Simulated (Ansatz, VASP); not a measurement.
PdPtC4N4: VASP beside Ansatz

```
Pd Pt C N
1.0
     6.02004    0.00000    0.00000
     0.00000    6.02004    0.00000
     0.00000    0.00000    6.02004
Pd Pt C N
1 1 4 4
Cartesian
  3.0100 3.0100 3.0100
  6.0200 0.0000 0.0000
  1.1426 1.1426 1.1426
  1.1426 4.8774 4.8774
  4.8774 1.1426 4.8774
  4.8774 4.8774 1.1426
  1.8250 1.8250 1.8250
  1.8250 4.1950 4.1950
  4.1950 1.8250 4.1950
  4.1950 4.1950 1.8250
```

Alike in both runs: task single point; functional PBE; k mesh 4 × 4 × 4; occupations gaussian, width 0.2 eV; no spin polarisation.

|  | VASP | Ansatz |
| --- | --- | --- |
| version | VASP 6.6.1 | Ansatz 0.2.0 |
| potentials or method | VASP PAW PBE potentials, release 64 (Pd, Pt, C, N) | scalar-relativistic, plane waves, PAW |
| plane-wave cutoff (eV) | 520 | 420 |
| valence electrons in the cell | 56 | 72 |

```csv
,VASP,Ansatz,Ansatz less VASP
gap on the k mesh at the Fermi level (eV),none,none,-
pressure (GPa),0.3,0.1,-0.21
rms of the force components (eV/Å),0.138,0.027,-0.1109
```

Atom by atom the forces differ by 0.164 eV/Å (rms over components). A gap of «none» marks a metal or a gap that the smearing closes. One of these differences is far larger than is usual between the two programs; its cause wasn't traced. The two sets of potentials don't hold the same shells in valence.

Caveats: the standard files for N, O and F lose accuracy on very short bonds. Spin-orbit coupling is left out, which matters for the levels of Pt.
